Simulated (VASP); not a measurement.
Calculation: vdW-DF2, VASP's PBE PAW potentials (set 64) (plane waves; VASP).

VASP ran on this input.

File KPOINTS:
```
kpoints
0
gamma
 6 6 4
0 0 0
```

**POSCAR**
```
ZrS2
1
    1.8202553323    -3.1527747401     0.0000000000
    1.8202553323     3.1527747401    -0.0000000000
   -0.0000000000     0.0000000000     5.7991755291
Zr S
1 2
Direct
  0.0000000000   0.0000000000   1.0000000000
  0.3333330000   0.6666670000   0.2492600743
  0.6666670000   0.3333330000   0.7507399257
```

### INCAR
```
NELM = 100
ENCUT = 520
GGA = ML
LMAXMIX = 4   # l cut-off of mixed one-centre charges
LREAL = .FALSE.
ALGO = Normal
PREC = Accurate
LCHARG = .FALSE.
ISIF = 3   # ions, shape and volume
ISMEAR = 0   # Gaussian
SYSTEM = ZrS2
EDIFFG = -0.02
LASPH = .TRUE.   # aspherical one-centre terms
EDIFF = 1E-6
AGGAC = 0.0
ZAB_VDW = -1.8867
NSW = 60   # most ionic steps
LWAVE = .FALSE.
LUSE_VDW = .TRUE.
SIGMA = 0.05   # width (eV)
IBRION = 2
```

POTCAR, in this order: Zr_sv S (PBE.64 set). Program: vasp_std.

Question: What will the output report for the number of irreducible k-points (NKPTS), largest plane-wave count, number of space-group operations, FFT grid (NGX, NGY, NGZ)?

Answer: 
The number of irreducible k-points (NKPTS) comes out as 24, the largest plane-wave count is 1822 and the number of space-group operations is 12. The FFT grid (NGX, NGY, NGZ) is 28 × 28 × 48.

The compound is ZrS2 in the 1T layered structure. This run relaxes it. Symmetry was kept, so distortions that lower it aren't found.
